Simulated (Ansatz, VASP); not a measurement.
# Hf (Hafnium): VASP beside Ansatz

Wanted: the spread between two codes on one cell, functional and k mesh. The cell is taken from a series of runs on this material, whose earlier steps may have relaxed, scaled, displaced or heated it; both programs get it as it stands.

Program: Ansatz 0.2.0. Level of theory: plane waves, with VASP 6.6.1 beside it; zone-centre phonons at LDA. Results are calculated unless marked as measured.

### 1. Set-up

It takes space group P6_3/mmc (No. 194, hexagonal). Conventional cell: a = 2.996 Å, b = 2.996 Å, c = 5.116 Å, α = 90.00°, β = 90.00°, γ = 120.00°. Nearest to Hf lie 12 Hf at 3.00 to 3.09 Å.

### 2. Ansatz: zone-centre phonons, LDA

Ansatz runs on its PAW soft_1 files.

Second derivatives magnify differences that forces hide, and they need a tight electronic threshold.

input.yaml reads:

```yaml
crystal:
  lattice:
    - [2.9957881448, 0.0, 0.0]
    - [-1.4978940724, 2.5944286378, 0.0]
    - [0.0, 0.0, 5.1164838537]
  atoms:
    - { symbol: Hf, position: [0.3333333333, 0.6666666667, 0.25] }
    - { symbol: Hf, position: [0.6666666667, 0.3333333333, 0.75] }
kpoints:
  mp_grid: { grid: [15, 15, 8] }
hamiltonian:
  xc: lda
  pseudopotentials: { kind: paw, azcp: { folder: soft_1 }, xc_functional: pbe }
scf:
  occupations: { method: methfessel_paxton, width: 0.2 }
output:
  eigenvalues: true
phonons:
  method: dfpt
```

Run with:

```console
> ansatz run input.yaml --threads 4 --pin off --max-ram 10240MiB --backend cpu --events-out ev --progress --plain --runs-dir out
```

Numbers of over 12 decimals in the logs are rounded to 6 here.

The program printed:

```text
zone centre: on kpoints.mp_grid the ground state, and the responses unless they are solved on pairs of k-points, stand on 320 of the mesh's 1800 k-points, reduced under 4 symmetry operations, with k and −k counted as one. Each operation leaves every solved displacement unchanged or reverses it
Engine: ansatz 0.2.0, aarch64-unknown-linux-gnu
Pseudopotentials: kind: paw
Pseudopotential: Hf, paw, valence charge 26, recommended cutoff 420 eV (normal), soft_1/Hf.paw.azcp
Functional definition: SPW92
  exchange = slater_x
  correlation = pw_c
Crystal: 2 atoms, lattice volume = 39.767 Å³
Basis set: ecut = 420 eV, 749 PW (Γ), exchange–correlation on 48×48×72 points (8 copies of the dense FFT grid, shifted against one another)
Bands: 32, of which v1, the nominal top of the filled ones, is band 26 counted from 1 (25 counted from 0)
Symmetry: 24 space group operations
k-points: 320 of 1800 (irreducible under 4 space group operations, time reversal used)
Non-local potential: Hf, projectors of the file, l = 0: 3, l = 1: 2, l = 2: 2, l = 3: 3
PAW form: soft (Blöchl's): semilocal exchange-correlation on the pseudo side does not see the compensation charge
PAW frozen core: Hf, regenerated for the run's functional, and the local potential with it (the file was generated under x = pbe(κ = 0.804, μ = 0.219515), c = pbe(β = 0.066725))
PAW one-centre angular grid: Hf, 590 points (default); XC on 64 Gauss nodes
Initial density: superposition of atomic densities (chi_scale 0.1, normalization cell)
Initial wavefunctions: pseudopotential atomic-orbital guess
Functional: x = slater, c = lda
SCF iter   1: F=—  HF=-30955.100428 eV  |F-HF|=—  |Δ(HF+E_count)|=         —  Δρ=3.42e-2  dr2=5.14e-1  ethr=3.10e-3  ⟨swp⟩=5.3  Hψ=35915  notcnv=0
preconditioner: auto → Kerker (q_TF=auto, 2.853 Å⁻¹)  [metal: Δε(μ)=0.010 eV  Ē_g=17.009 eV  σ=0.200 eV  W_gap=0.04  n_scr=22 (ndim 8)  ℏωp=40.8 eV  f_vac=0.000  D(μ)=1.68/eV (n_scr^D=22)]
SCF iter   2: F=—  HF=-30954.975266 eV  |F-HF|=—  |Δ(HF+E_count)|=   1.25e-1  S|Δr|=    0.00e0  Δρ=2.06e-2  dr2=1.89e-1  ethr=9.89e-4  ⟨swp⟩=2.7  Hψ=19778  notcnv=0  defer=81
SCF iter   3: F=—  HF=-30954.928229 eV  |F-HF|=—  |Δ(HF+E_count)|=   4.70e-2  S|Δr|=    0.00e0  Δρ=8.14e-3  dr2=2.95e-2  ethr=3.64e-4  ⟨swp⟩=2.0  Hψ=15879  notcnv=0  defer=90
SCF iter   4: F=—  HF=-30954.895783 eV  |F-HF|=—  |Δ(HF+E_count)|=   3.24e-2  S|Δr|=    0.00e0  Δρ=3.15e-3  dr2=1.75e-3  ethr=5.68e-5  ⟨swp⟩=2.0  Hψ=18437  notcnv=0  defer=90
SCF iter   5: F=—  HF=-30954.896790 eV  |F-HF|=—  |Δ(HF+E_count)|=   1.01e-3  S|Δr|=    0.00e0  Δρ=5.72e-4  dr2=1.06e-4  ethr=3.37e-6  ⟨swp⟩=2.8  Hψ=16698  notcnv=0  defer=92
SCF iter   6: F=—  HF=-30954.896904 eV  |F-HF|=—  |Δ(HF+E_count)|=   1.14e-4  S|Δr|=    0.00e0  Δρ=1.04e-4  dr2=2.47e-6  ethr=2.03e-7  ⟨swp⟩=2.4  Hψ=18841  notcnv=0  defer=92
SCF iter   7: F=—  HF=-30954.896914 eV  |F-HF|=—  |Δ(HF+E_count)|=   1.01e-5  S|Δr|=    0.00e0  Δρ=2.08e-5  dr2=1.11e-7  ethr=4.75e-9  ⟨swp⟩=3.1  Hψ=20264  notcnv=0  defer=149
SCF iter   8: F=—  HF=-30954.896914 eV  |F-HF|=—  |Δ(HF+E_count)|=   1.56e-8  S|Δr|=    0.00e0  Δρ=4.11e-6  dr2=4.08e-9  ethr=2.13e-10  ⟨swp⟩=2.7  Hψ=20093  notcnv=0  defer=149
SCF iter   9: F=—  HF=-30954.896914 eV  |F-HF|=—  |Δ(HF+E_count)|=  2.76e-10  S|Δr|=    0.00e0  Δρ=7.18e-7  dr2=1.62e-10  ethr=7.84e-12  ⟨swp⟩=2.8  Hψ=19058  notcnv=0  defer=149
SCF iter  10: F=—  HF=-30954.896914 eV  |F-HF|=—  |Δ(HF+E_count)|=  7.28e-12  S|Δr|=    0.00e0  Δρ=2.67e-7  dr2=1.58e-11  ethr=1.00e-12  ⟨swp⟩=1.6  Hψ=11195  notcnv=0  defer=149
SCF iter  11: F=-30954.896914 eV  HF=-30954.896914 eV  |F-HF|=3.64e-12  |Δ(HF+E_count)|=  3.64e-12  S|Δr|=    0.00e0  Δρ=5.53e-8  dr2=6.59e-13  ethr=1.00e-12  ⟨swp⟩=11.2  Hψ=64761  notcnv=0
SCF 1 converged in 11 iterations: F = -30954.896914 eV  dr2 = 6.59e-13
  greatest PAW one-centre occupation: 0.998 electrons in one spin orbital (limit 2), on the Hf atom at site 1 (counted from 0), in its partial waves of l = 3
DFPT response loops at Γ: preconditioner auto → Kerker (q_TF=auto, 2.853 Å⁻¹) (partly filled bands, converged f_vac=0.000); β = 1.00, the filter's whole step (`scf.mixing.beta` (0.50) is not read by the response loops under this deck's `scf.mixing.preconditioner`; to damp them name `kerker` or `kerker_dos`, under which they read `scf.mixing.beta`, and type it under 1.00, their step now; both keys bind the ground state too); Broyden in place of MSR1
SCF converged after 11 iterations
Stability not checked: this state was not tested for a lower state beside it, because cold or Methfessel-Paxton smearing, or corrected tetrahedra, fill the levels in a way that the test cannot read (fill_not_monotonic; see scf.lower_state_search)
Free energy (F): -30954.896914 eV
Harris-Foulkes:  -30954.896914 eV  (|F-HF|=3.64e-12)
Internal energy: -30954.899164 eV  (E = F + TS)
E sigma→0 (E₀):  -30954.897477 eV
Entropy (-TS):   0.002250 eV (1.125 meV/atom)
Fermi energy:    20.275772 eV
--- Per-component energies (eV) ---
  E_band       = 103.828432
  E_kinetic    = 829.670546
  E_local      = -12013.686543  (includes V_loc(G=0)·N_el)
  E_nonlocal   = 142.448839
  E_hartree    = 5896.910640
  E_xc         = -532.629694
  E_vxc        = -514.828913  (∫ρ·V_xc dr)
  E_paw        = -14907.980516  (= ΣΔE_a)
  E_vpaw       = -133.597058  (= ΣTr[D̂ρ^β])
  E_aug_tail   = 0.000216  (compensation charges beyond the density's cutoff)
  E_ewald      = -10374.546830
  E_core_change = 4.914176  (= ΣΔE_core)
  E_smearing   = 0.002250  (= −TS)
  E_closure    = 0.000000  (closes the sum)
  Σ components = -30954.896914   (vs F -30954.896914, Δ=0.00e0)
--- Band table (eV; the first three rows and the last of 320) ---
  k-point 0: bands = [... 22 lower, 12.5737, 16.0357, 20.8875, 20.9279, 21.5966, 21.5966, 22.3241, 22.3241, ... 2 higher]
  k-point 1: bands = [... 22 lower, 12.7214, 15.9711, 20.6741, 20.8281, 21.5589, 21.5589, 22.2404, 22.2404, ... 2 higher]
  k-point 2: bands = [... 22 lower, 13.1452, 15.7309, 20.2485, 20.5671, 21.5015, 21.5015, 22.0346, 22.0346, ... 2 higher]
  k-point 319: bands = [... 22 lower, 17.2453, 17.2453, 19.4284, 19.4284, 20.3726, 20.3726, 22.6247, 22.6247, ... 2 higher]
--- Phonons (Γ-DFPT): 2 representative perturbations + reference, on 320 of 1800 k-points (Σ response iterations 6) ---
  k mesh reduced under 4 symmetry operations, with k and −k counted as one. Each operation leaves every solved displacement unchanged or reverses it
  ASR residual: 3.578e-5 → 0.000e0 eV/Å²; symmetrization residual: 4.559e-12 eV/Å²
  ASR residual per site (eV/Å²): 3.58e-5 3.58e-5
  Γ frequencies (cm⁻¹): 0.00 0.00 0.00 58.15 58.15 131.95
  non-analytic LO–TO correction: not included (Born effective charges unavailable; polar crystals: no LO–TO splitting at Γ)
```

### 3. VASP: zone-centre phonons, LDA

The same cell, functional (in two slightly different forms), mesh and smearing now go to VASP, with its own data sets.

Lines of VASP's logs that name or quote its potential files are left out, and so is its time.

INCAR reads:

```
SYSTEM = Hf
PREC = Accurate
ENCUT = 500
EDIFF = 1E-08
NELM = 120
ISMEAR = 1
SIGMA = 0.2
LREAL = .FALSE.
ALGO = Normal
GGA = CA
NBANDS = 16
LASPH = .TRUE.
LORBIT = 11
LWAVE = .FALSE.
LCHARG = .FALSE.
ISIF = 2
IBRION = 8
GGA_COMPAT = .FALSE.
KPAR = 2
```

POSCAR reads:

```
Hf
1.0
    2.9957881448      0.0000000000      0.0000000000
   -1.4978940724      2.5944286378      0.0000000000
    0.0000000000      0.0000000000      5.1164838537
Hf
2
Direct
    0.3333333333      0.6666666667      0.2500000000
    0.6666666667      0.3333333333      0.7500000000
```

KPOINTS reads:

```
Automatic mesh
0
Gamma
15 15 8
0 0 0
```

Potentials, in the order of the species: Hf_pv (LDA family, release 64).

Run with:

```console
> mpirun -np 2 vasp_std
```

The program printed:

```text
[banner, memory and clock lines left out]
running    2 mpi-ranks, on    1 nodes
 distrk:  each k-point on    1 cores,    2 groups
 distr:  one band on    1 cores,    1 groups

 POSCAR found type information on POSCAR Hf
 POSCAR found :  1 types and       2 ions
 LDA part: xc-table for (Slater(with rela. corr.)+CA(PZ))
 , standard interpolation
 POSCAR, INCAR and KPOINTS ok, starting setup
 FFT: planning ... GRIDC
 FFT: planning ... GRID_SOFT
 FFT: planning ... GRID
 WAVECAR not read
 entering main loop
       N       E                     dE             d eps       ncg     rms          rms(c)
DAV:   1     0.468329536230E+02    0.46833E+02   -0.11490E+04  4320   0.117E+03
DAV:   2    -0.204343226644E+02   -0.67267E+02   -0.65822E+02  5712   0.252E+02
DAV:   3    -0.219207693592E+02   -0.14864E+01   -0.14792E+01  5632   0.262E+01
DAV:   4    -0.219304105426E+02   -0.96412E-02   -0.96417E-02  5376   0.255E+00
DAV:   5    -0.219305105820E+02   -0.10004E-03   -0.10004E-03  5720   0.217E-01    0.694E+01
DAV:   6    -0.214712107869E+02    0.45930E+00   -0.37684E-01  5072   0.417E+00    0.407E+01
DAV:   7    -0.213057860988E+02    0.16542E+00   -0.59591E-01  5208   0.506E+00    0.183E+00
DAV:   8    -0.212988377987E+02    0.69483E-02   -0.35054E-02  5016   0.134E+00    0.241E-01
DAV:   9    -0.212989098187E+02   -0.72020E-04   -0.76545E-04  5752   0.201E-01    0.161E-01
DAV:  10    -0.212989092693E+02    0.54940E-06   -0.39089E-05  5048   0.462E-02    0.199E-01
DAV:  11    -0.212989060533E+02    0.32161E-05   -0.51770E-06  5448   0.159E-02    0.361E-03
DAV:  12    -0.212989060583E+02   -0.50077E-08   -0.30003E-07  5488   0.384E-03    0.817E-03
DAV:  13    -0.212989060434E+02    0.14882E-07   -0.25336E-08  3792   0.124E-03    0.486E-04
DAV:  14    -0.212989060438E+02   -0.39381E-09   -0.26867E-09  2808   0.451E-04
   1 F= -.21298906E+02 E0= -.21299699E+02  d E =0.237767E-02
 Linear response reoptimize wavefunctions to high precision
DAV:   1    -0.212989060438E+02    0.13642E-10   -0.29334E-10  2944   0.145E-04
 Linear response DOF=           2
 Linear response progress:
  Degree of freedom:   1/  2
       N       E                     dE             d eps       ncg     rms          rms(c)
RMM:   1    -0.192374595450E+00   -0.19237E+00    0.47017E+00 18689   0.117E+01
RMM:   2    -0.196219519467E+00   -0.38449E-02   -0.36060E-02 27594   0.118E+00    0.573E-01
RMM:   3    -0.195468617906E+00    0.75090E-03   -0.39230E-03 35526   0.248E-01    0.127E-01
RMM:   4    -0.195119681080E+00    0.34894E-03   -0.40616E-04 41072   0.844E-02    0.183E-01
RMM:   5    -0.194691154560E+00    0.42853E-03   -0.45729E-05 37410   0.384E-02    0.265E-02
RMM:   6    -0.194649001325E+00    0.42153E-04   -0.66960E-05 42640   0.118E-02    0.238E-02
RMM:   7    -0.194654649820E+00   -0.56485E-05   -0.65768E-05 37773   0.671E-03    0.378E-02
RMM:   8    -0.194644603041E+00    0.10047E-04   -0.21653E-05 39162   0.322E-03    0.855E-03
RMM:   9    -0.194643901601E+00    0.70144E-06   -0.20827E-05 41919   0.915E-04    0.439E-03
RMM:  10    -0.194644434294E+00   -0.53269E-06   -0.95236E-06 41874   0.321E-04    0.121E-03
RMM:  11    -0.194643951414E+00    0.48288E-06   -0.52907E-06 40275   0.275E-04    0.669E-04
RMM:  12    -0.194643934512E+00    0.16902E-07   -0.25520E-06 40305   0.113E-04    0.867E-05
RMM:  13    -0.194643982764E+00   -0.48251E-07   -0.14783E-06 39926   0.668E-05    0.945E-05
RMM:  14    -0.194643999935E+00   -0.17171E-07   -0.69657E-07 38240   0.516E-05    0.209E-05
RMM:  15    -0.194644002897E+00   -0.29624E-08   -0.37108E-07 32047   0.452E-05    0.821E-06
RMM:  16    -0.194644008291E+00   -0.53942E-08   -0.18872E-07 27004   0.426E-05    0.845E-06
RMM:  17    -0.194644010268E+00   -0.19765E-08   -0.91640E-08 24160   0.411E-05    0.334E-07
 first order change of Fermi-energy  -0.10114E-04
 force on displaced ion       1 direction 1 :  -1.094   0.000   0.000
 Linear response progress:
  Degree of freedom:   2/  2
       N       E                     dE             d eps       ncg     rms          rms(c)
RMM:   1    -0.246470609955E+00   -0.24647E+00    0.49344E+00  6478   0.121E+01
RMM:   2    -0.255518112113E+00   -0.90475E-02   -0.43576E-02  9485   0.123E+00    0.793E-01
RMM:   3    -0.254829005040E+00    0.68911E-03   -0.33452E-03 10935   0.275E-01    0.200E-01
RMM:   4    -0.254673661283E+00    0.15534E-03   -0.31861E-04 13034   0.902E-02    0.212E-01
RMM:   5    -0.254479762617E+00    0.19390E-03    0.12893E-04 13115   0.337E-02    0.748E-02
RMM:   6    -0.254377018652E+00    0.10274E-03    0.43914E-05 11821   0.178E-02    0.462E-02
RMM:   7    -0.254392823970E+00   -0.15805E-04   -0.54171E-05 12331   0.568E-03    0.228E-02
RMM:   8    -0.254394099665E+00   -0.12757E-05   -0.14657E-05 12478   0.300E-03    0.358E-03
RMM:   9    -0.254388849726E+00    0.52499E-05   -0.28638E-06 13830   0.169E-03    0.359E-03
RMM:  10    -0.254388644862E+00    0.20486E-06   -0.84228E-07 13055   0.510E-04    0.476E-04
RMM:  11    -0.254388457176E+00    0.18769E-06    0.42539E-07 14351   0.192E-04    0.517E-04
RMM:  12    -0.254388612807E+00   -0.15563E-06   -0.19730E-06 13343   0.110E-04    0.856E-05
RMM:  13    -0.254388410561E+00    0.20225E-06    0.10272E-07 14156   0.718E-05    0.436E-05
RMM:  14    -0.254388582482E+00   -0.17192E-06   -0.13537E-06 13486   0.544E-05    0.131E-05
[...]
RMM:  19    -0.254388473213E+00    0.28514E-07   -0.51181E-08  7547   0.407E-05    0.102E-06
RMM:  20    -0.254388443824E+00    0.29389E-07    0.30005E-07  6971   0.403E-05    0.121E-06
RMM:  21    -0.254388424393E+00    0.19431E-07    0.54951E-07  6670   0.401E-05    0.844E-07
RMM:  22    -0.254388400152E+00    0.24241E-07    0.83104E-07  6449   0.400E-05    0.826E-07
RMM:  23    -0.254388362836E+00    0.37315E-07    0.12045E-06  6226   0.400E-05    0.112E-06
RMM:  24    -0.254388337058E+00    0.25779E-07    0.14470E-06  6011   0.399E-05    0.105E-06
RMM:  25    -0.254388305738E+00    0.31319E-07    0.17814E-06  5843   0.399E-05    0.104E-06
RMM:  26    -0.254388287344E+00    0.18394E-07    0.19631E-06  5651   0.399E-05    0.110E-06
 first order change of Fermi-energy  -0.14282E-03
 force on displaced ion       1 direction 3 :  -0.000   0.000  -5.684
 Linear response finished
```

(Part 1 of 2 ends here.)

[Lines on the potential files, build, host, timing and source positions are cut from VASP's logs without a mark.]

[Logs are printed without paths, hosts, clocks, repeated set-up lines and the standing remarks that a program may print on its own settings, such as how far it seeks lower states.]

[Hosts, paths, dates, database ids (printed as entryN), source tags and the programs' standing remarks are cut or masked in the printed files.]
